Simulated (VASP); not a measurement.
A run of VASP 6.6.1 is set up as follows.

The input POSCAR:

```
TiO2
1.0
    4.5922200000      0.0000000000      0.0000000000
    0.0000000000      4.5922200000      0.0000000000
    0.0000000000      0.0000000000      2.9420300000
Ti O
2 4
Direct
    1.0000000000      0.0000000000      0.0000000000
    0.5000000000      0.5000000000      0.5000000000
    0.3043000000      0.3043000000      0.0000000000
    0.1957000000      0.8043000000      0.5000000000
    0.6957000000      0.6957000000      1.0000000000
    0.8043000000      0.1957000000      0.5000000000
```

File INCAR.step1:

```
PREC = Accurate
ENCUT = 520
EDIFF = 1E-5
ISMEAR = 0
SIGMA = 0.02
LREAL = F
LASPH = T
NELM = 100
ALGO = Normal
ISIF = 2
LWAVE = T
LCHARG = F
GGA = PE
```

The input INCAR.step2:

```
PREC = Accurate
ENCUT = 520
EDIFF = 1E-6
ISMEAR = 0
SIGMA = 0.02
LREAL = F
LASPH = T
NELM = 100
ALGO = Normal
ISIF = 2
LWAVE = F
LCHARG = F
GGA = PE
LHFCALC = T
AEXX = 0.25
PRECFOCK = Fast
ISTART = 1
```

The input KPOINTS:

```
Automatic mesh
0
Gamma
  4 4 6
```

Potentials or basis: VASP PAW PBE potentials, release 64 (Ti_sv, O).

Launch:

```sh
$ cat potpaw_PBE.64/Ti_sv/POTCAR potpaw_PBE.64/O/POTCAR > POTCAR
$ cp INCAR.step1 INCAR
$ mpirun -np 1 vasp_std > vasp.out
$ cp INCAR.step2 INCAR
$ mpirun -np 1 vasp_std > vasp.out
```

Q: Predict the largest force.

A: 0.126 eV/Å.

Q: Estimate the pressure.

A: -0.8 GPa.

Forces in eV/Å, atoms in the order of the input:
```
Ti   0.000  0.000  0.000
Ti   0.000  0.000  0.000
O    0.089  0.089  0.000
O   -0.089  0.089  0.000
O   -0.089 -0.089  0.000
O    0.089 -0.089  0.000
```

Caveat: the PAW data sets were made with another functional, which shifts forces and pressure a little.

**Experimental background.**

From “Shallow Valence Band of Rutile GeO2 and P-type Doping”, 2020, arxiv:2011.08928, for a bulk crystal of TiO2 at 1.6 K: band gap 3.03 eV (direct).

Measured gap of TiO2: 3.03 eV (direct; 1.6 K; quoted in “Shallow Valence Band of Rutile GeO2 and P-type Doping”, 2020, arxiv:2011.08928). This calculation gives 4.13 eV (+1.10 eV). 2 values of this kind are on record in papers (3.03 to 3.05 eV); this one was drawn at random among those near their median. The value is that of PBE0 on a finite k mesh, which can miss the band edges, without temperature or zero-point motion.
